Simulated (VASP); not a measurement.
These are PBEsol GGA, VASP's PBE PAW potentials (set 64) (plane waves; VASP 6.6.1) values and carry that method's errors.

A VASP calculation is set up with these files.

**KPOINTS**
```
Automatic mesh
0
Gamma
5 5 7
0 0 0
```

### INCAR
```
ALGO = Normal
EDIFF = 1E-7
EDIFFG = -0.01
ENCUT = 520
GGA = PS
IBRION = 2
ISIF = 4
ISMEAR = 0
LASPH = T
LCHARG = F
LREAL = F
LWAVE = F
NELM = 100
NSW = 30
PREC = Accurate
SIGMA = 0.05
SYSTEM = MgH2
```

### POSCAR
```
MgH2
1
    4.4851654907     0.0000000000     0.0000000000
    0.0000000000     4.4851654907     0.0000000000
    0.0000000000     0.0000000000     2.9959975163
Mg H
2 4
Direct
  0.0000000000   0.0000000000   0.0000000000
  0.5000000000   0.5000000000   0.5000000000
  0.3043043859   0.3043043859   0.0000000000
  0.8043043859   0.1956956141   0.5000000000
  0.1956956141   0.8043043859   0.5000000000
  0.6956956141   0.6956956141   0.0000000000
```

POTCAR, in this order: Mg H (PBE.64 set). Program: vasp_std.

Problem. Predict the energy per atom (σ→0).

Solution. 
| Property | Value |
|---|---|
| energy per atom (σ→0) | -285.3 kJ/mol of atoms |

### OSZICAR
```
...
DAV:   4    -0.177398713057E+02   -0.23497E-07   -0.52212E-08   232   0.178E-03
   2 F= -.17739871E+02 E0= -.17739871E+02  d E =-.145679E-03
       N       E                     dE             d eps       ncg     rms          rms(c)
DAV:   1    -0.177400535922E+02   -0.18231E-03   -0.62713E-03   496   0.615E-01    0.343E-02
DAV:   2    -0.177400481244E+02    0.54678E-05   -0.34897E-05   400   0.501E-02    0.213E-02
DAV:   3    -0.177400446966E+02    0.34278E-05   -0.17392E-05   464   0.249E-02    0.214E-03
DAV:   4    -0.177400447805E+02   -0.83948E-07   -0.42058E-07   400   0.497E-03
   3 F= -.17740045E+02 E0= -.17740045E+02  d E =-.319154E-03
```

The compound is MgH2 in the rutile structure. This run relaxes it. Symmetry was kept, so distortions that lower it aren't found.
